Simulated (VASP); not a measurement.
# ZnIr2O4 (Fd-3m) in VASP: settings compared, part 2 of 2

VASP 6.6.1. Earlier steps stand in the parts before.

### Step 3. Relaxation of cell and atoms, PBE

This run uses another cell than the first one, of 11.96 Å³/atom, 1.023 times its volume.

Input file INCAR:

```
  PREC = Accurate
  ENCUT = 300
  EDIFF = 1E-6
  ISMEAR = 0
  SIGMA = 0.03
  LREAL = False
  LASPH = True
  NELM = 80
  ALGO = Normal
  ISIF = 3
  LWAVE = False
  LCHARG = False
  GGA = PE
  IBRION = 2
  NSW = 90
  EDIFFG = -0.01
```

Input file KPOINTS:

```
regular mesh
0
Gamma
  3 3 3
```

Input file POSCAR:

```
ZnIr2O4
1.0
    0.0000000000      4.3746840000      4.3746840000
    4.3746840000      0.0000000000      4.3746840000
    4.3746840000      4.3746840000      0.0000000000
Zn Ir O
2 4 8
Direct
    0.7500000000      0.7500000000      0.7500000000
    0.5000000000      0.5000000000      0.5000000000
    0.1250000000      0.1250000000      0.6250000000
    0.1250000000      0.6250000000      0.1250000000
    0.6250000000      0.1250000000      0.1250000000
    0.1250000000      0.1250000000      0.1250000000
    0.3635620000      0.3635620000      0.9093140000
    0.3635620000      0.9093140000      0.3635620000
    0.9093140000      0.3635620000      0.3635620000
    0.3635620000      0.3635620000      0.3635620000
    0.8864380000      0.8864380000      0.3406860000
    0.8864380000      0.3406860000      0.8864380000
    0.3406860000      0.8864380000      0.8864380000
    0.8864380000      0.8864380000      0.8864380000
```

Potentials or basis: VASP PAW PBE potentials, release 64 (Zn, Ir, O_s).

On the command line:

```console
$ cat potpaw_PBE.64/Zn/POTCAR potpaw_PBE.64/Ir/POTCAR potpaw_PBE.64/O_s/POTCAR > POTCAR
$ mpirun -np 4 vasp_std > vasp.out
```

Wall time 51 s (4 MPI ranks of Intel Xeon Platinum 8259CL at 2.50GHz (Skylake/Cascade Lake), shared host); peak memory 0.14 GiB.

The run converged, but some of its settings lie outside the range that counts as converged, so its numbers aren't taken as properties of the crystal.

Results:

- Free energy: -86.2966 eV
- Relaxed volume: 11.86 Å³/atom
- Relaxed cell: a = 6.169 Å, b = 6.169 Å, c = 6.169 Å, α = 60.00°, β = 60.00°, γ = 60.00°
- Space group after relaxing (to 0.05 Å): Fd-3m (No. 227)
- Energy gained by relaxing: 0.5 meV/atom
- Ionic steps: 6
- Largest force after relaxing: 0.004 eV/Å
- Band gap on the k mesh: 0.56 eV, indirect (least direct gap 0.62 eV)

Caveat: the cutoff is under 1.25 times the usual one of these potentials, so pressure, stress and relaxed cells hold a basis-set (Pulay) error; spin-orbit coupling is left out, which moves the levels of the heavy elements; an odd mesh through Γ misses points on the zone boundary, where band edges often lie.

### Step 4. Relaxation of cell and atoms, PBE

This run uses another cell than the first one, of 11.86 Å³/atom, 1.014 times its volume.

Edit INCAR of step 3 so:

```diff
@@ -2,3 +2,3 @@
   ENCUT = 300
-  EDIFF = 1E-6
+  EDIFF = 1E-7
   ISMEAR = 0
@@ -15,2 +15,2 @@
   NSW = 90
-  EDIFFG = -0.01
+  EDIFFG = -0.005
```

KPOINTS is that of step 3.

Input file POSCAR:

```
ZnIr2O4                                 
1.0
    0.0000000000      4.3621967310      4.3621967310
    4.3621967310      0.0000000000      4.3621967310
    4.3621967310      4.3621967310      0.0000000000
  Zn              Ir              O             
     2     4     8
Direct
     0.7500000000000000    0.7500000000000000    0.7500000000000000
     0.5000000000000000    0.5000000000000000    0.5000000000000000
     0.1250000000000000    0.1250000000000000    0.6250000000000000
     0.1250000000000000    0.6250000000000000    0.1250000000000000
     0.6250000000000000    0.1250000000000000    0.1250000000000000
     0.1250000000000000    0.1250000000000000    0.1250000000000000
     0.3638315890037094    0.3638315890037094    0.9085052329888789
     0.3638315890037094    0.9085052329888789    0.3638315890037094
     0.9085052329888789    0.3638315890037094    0.3638315890037094
     0.3638315890037094    0.3638315890037094    0.3638315890037094
     0.8861684109962906    0.8861684109962906    0.3414947670111211
     0.8861684109962906    0.3414947670111211    0.8861684109962906
     0.3414947670111211    0.8861684109962906    0.8861684109962906
     0.8861684109962906    0.8861684109962906    0.8861684109962906
```

On the command line:

```console
$ cat potpaw_PBE.64/Zn/POTCAR potpaw_PBE.64/Ir/POTCAR potpaw_PBE.64/O_s/POTCAR > POTCAR
$ mpirun -np 4 vasp_std > vasp.out
```

It took 40 s on 4 MPI ranks of Intel Xeon Platinum 8259CL at 2.50GHz (Skylake/Cascade Lake), shared host; peak memory 0.14 GiB.

These settings aren't checked as converged: the numbers below hold their error.

Results:

| Item | Value |
| --- | --- |
| Free energy | -86.2795 eV |
| Relaxed volume | 11.85 Å³/atom |
| Relaxed cell | a = 6.168 Å, b = 6.168 Å, c = 6.168 Å, α = 60.00°, β = 60.00°, γ = 60.00° |
| Space group after relaxing (to 0.05 Å) | Fd-3m (No. 227) |
| Energy gained by relaxing | 0.0 meV/atom |
| Ionic steps | 4 |
| Band gap on the k mesh | 0.56 eV, indirect (least direct gap 0.62 eV) |

Caveat: the cutoff is under 1.25 times the usual one of these potentials, so pressure, stress and relaxed cells hold a basis-set (Pulay) error; spin-orbit coupling is left out, which moves the levels of the heavy elements; an odd mesh through Γ misses points on the zone boundary, where band edges often lie.

### Step 5. Relaxation of cell and atoms, LDA

This run uses another cell than the first one, of 11.96 Å³/atom, 1.023 times its volume.

Input file INCAR:

```
SYSTEM = ZnIr2O4
PREC     = Accurate       ! precision mode
ENCUT    = 600            ! plane-wave cutoff, eV
EDIFF    = 1E-6           ! SCF threshold, eV
ISMEAR   = 0              ! smearing method
SIGMA    = 0.03           ! smearing width, eV
LREAL    = .FALSE.        ! projectors in reciprocal space
LASPH    = .TRUE.         ! aspherical terms in the spheres
NELM     = 80             ! most SCF steps
ALGO     = Normal         ! electronic algorithm
ISIF     = 3              ! what is computed and relaxed
LWAVE    = .FALSE.        ! write WAVECAR
LCHARG   = .FALSE.        ! write CHGCAR
IBRION   = 2              ! ionic algorithm
NSW      = 90             ! ionic steps
EDIFFG   = -0.01          ! ionic threshold
KPAR     = 4
```

Input file KPOINTS:

```
regular mesh
0
G
  6 6 6
  0 0 0
```

Input file POSCAR:

```
ZnIr2O4
1.0
    0.0000000000      4.3746840000      4.3746840000
    4.3746840000      0.0000000000      4.3746840000
    4.3746840000      4.3746840000      0.0000000000
Zn Ir O
2 4 8
Direct
    0.7500000000      0.7500000000      0.7500000000
    0.5000000000      0.5000000000      0.5000000000
    0.1250000000      0.1250000000      0.6250000000
    0.1250000000      0.6250000000      0.1250000000
    0.6250000000      0.1250000000      0.1250000000
    0.1250000000      0.1250000000      0.1250000000
    0.3635620000      0.3635620000      0.9093140000
    0.3635620000      0.9093140000      0.3635620000
    0.9093140000      0.3635620000      0.3635620000
    0.3635620000      0.3635620000      0.3635620000
    0.8864380000      0.8864380000      0.3406860000
    0.8864380000      0.3406860000      0.8864380000
    0.3406860000      0.8864380000      0.8864380000
    0.8864380000      0.8864380000      0.8864380000
```

Potentials or basis: VASP PAW LDA potentials, release 64 (Zn, Ir, O).

On the command line:

```console
$ cat potpaw_LDA.64/Zn/POTCAR potpaw_LDA.64/Ir/POTCAR potpaw_LDA.64/O/POTCAR > POTCAR
$ mpirun -np 4 vasp_std > vasp.out
```

Wall time 5.9 min (4 MPI ranks of Intel Xeon Platinum 8488C (Sapphire Rapids), shared host); peak memory 0.41 GiB.

Results (log left out):

```
Free energy                            : -100.5037 eV
Relaxed volume                         : 11.17 Å³/atom
Relaxed cell                           : a = 6.047 Å, b = 6.047 Å, c = 6.047 Å, α = 60.00°, β = 60.00°, γ = 60.00°
Space group after relaxing (to 0.05 Å) : Fd-3m (No. 227)
Energy gained by relaxing              : 34.7 meV/atom
Ionic steps                            : 10
Pressure after relaxing                : 0.0 GPa
Largest force after relaxing           : 0.003 eV/Å
Band gap on the k mesh                 : 0.65 eV, indirect (least direct gap 0.70 eV)
```

Forces in eV/Å, atoms in the order of the input:
```
Zn   0.000  0.000  0.000
Zn   0.000  0.000  0.000
Ir   0.000  0.000  0.000
Ir   0.000  0.000  0.000
Ir   0.000  0.000  0.000
Ir   0.000  0.000  0.000
O   -0.002 -0.002  0.002
O   -0.002  0.002 -0.002
O    0.002 -0.002 -0.002
O    0.002  0.002  0.002
O    0.002  0.002 -0.002
O    0.002 -0.002  0.002
O   -0.002  0.002  0.002
O   -0.002 -0.002 -0.002
```

The path:
| step | energy change (eV) | largest force (eV/Å) | pressure (GPa) | volume (Å³) |
| --- | --- | --- | --- | --- |
| 1 | 0.0000 | 0.4414 | -13.86 | 167.44 |
| 2 | 0.9222 | 1.9890 | 31.46 | 143.59 |
| 3 | -0.4543 | 0.2965 | -0.70 | 158.12 |
| 4 | -0.4546 | 0.3151 | -0.51 | 157.94 |
| 5 | -0.4546 | 0.3330 | -0.21 | 157.75 |
| 6 | -0.4809 | 0.1429 | 0.05 | 156.82 |
| 7 | -0.4860 | 0.0053 | 0.23 | 156.18 |
| 8 | -0.4860 | 0.0125 | 0.17 | 156.21 |
| 9 | -0.4859 | 0.0143 | -0.26 | 156.49 |
| 10 | -0.4860 | 0.0032 | -0.02 | 156.33 |

Final structure:
```
Zn Ir O
1.0
     0.00000    4.27567    4.27567
     4.27567    0.00000    4.27567
     4.27567    4.27567    0.00000
Zn Ir O
2 4 8
Direct
  0.75000 0.75000 0.75000
  0.50000 0.50000 0.50000
  0.12500 0.12500 0.62500
  0.12500 0.62500 0.12500
  0.62500 0.12500 0.12500
  0.12500 0.12500 0.12500
  0.36457 0.36457 0.90629
  0.36457 0.90629 0.36457
  0.90629 0.36457 0.36457
  0.36457 0.36457 0.36457
  0.88543 0.88543 0.34371
  0.88543 0.34371 0.88543
  0.34371 0.88543 0.88543
  0.88543 0.88543 0.88543
```

Levels at points of the mesh, in eV from the valence-band top:
| k point | band 50 | band 51 | band 52 | band 53 | band 54 | band 55 | band 56 | band 57 | band 58 | band 59 |
| --- | --- | --- | --- | --- | --- | --- | --- | --- | --- | --- |
| (0.00, 0.00, 0.00) | -0.11 | -0.11 | -0.04 | -0.04 | -0.04 | 0.65 | 2.80 | 2.80 | 2.80 | 2.91 |
| (0.50, 0.00, 0.00) | -0.65 | -0.45 | -0.11 | -0.08 | -0.08 | 2.16 | 2.42 | 2.42 | 2.51 | 2.51 |
| (0.50, 0.50, 0.00) | -0.43 | -0.12 | -0.12 | 0.00 | 0.00 | 0.81 | 0.81 | 1.98 | 1.98 | 2.90 |

Caveat: spin-orbit coupling is left out, which moves the levels of the heavy elements. As with any semilocal functional, this LDA gap is likely too small.
